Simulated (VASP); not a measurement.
The cell holds one KF (rock salt) (100) slab, with vacuum along c, ions free to move until forces fall under 0.03 eV/Å, no reconstruction beyond this cell, dipole correction on. Ionisation potential and electron affinity count from the cell's own band edges, surface states included.

Input:

```xyz
8
Lattice="3.7572 0.0000 0.0000 0.0000 3.7572 0.0000 0.0000 0.0000 25.5247" Properties=species:S:1:pos:R:3 pbc="T T T"
K      0.0000     1.8786     8.7706
K      1.8786     0.0000    11.4286
K      0.0000     1.8786    14.0961
K      1.8786     0.0000    16.7541
F      0.0000     1.8786    11.4198
F      1.8786     0.0000     8.7991
F      0.0000     1.8786    16.7256
F      1.8786     0.0000    14.1049
```

Computed with PBEsol GGA, VASP's PBE PAW potentials (set 64) (plane waves; VASP 6.6.1). Numerical set-up: 450 eV cut-off, 5×5×1 Γ-centred mesh, Gaussian smearing of 0.050 eV, potentials K_sv F.

Slab and bulk use different k-meshes, so the surface energy is good to a few per cent at best.

Predict its surface energy, ionisation potential, electron affinity, band gap (on the k-mesh).

```json
{
  "surface_energy": "0.19 J/m²",
  "ionisation_potential": "6.04 eV",
  "electron_affinity": "0.68 eV",
  "band gap (on the k-mesh)": "5.36 eV"
}
```

The cell is a thin slab with vacuum, built from KF (rock salt): (100) face.
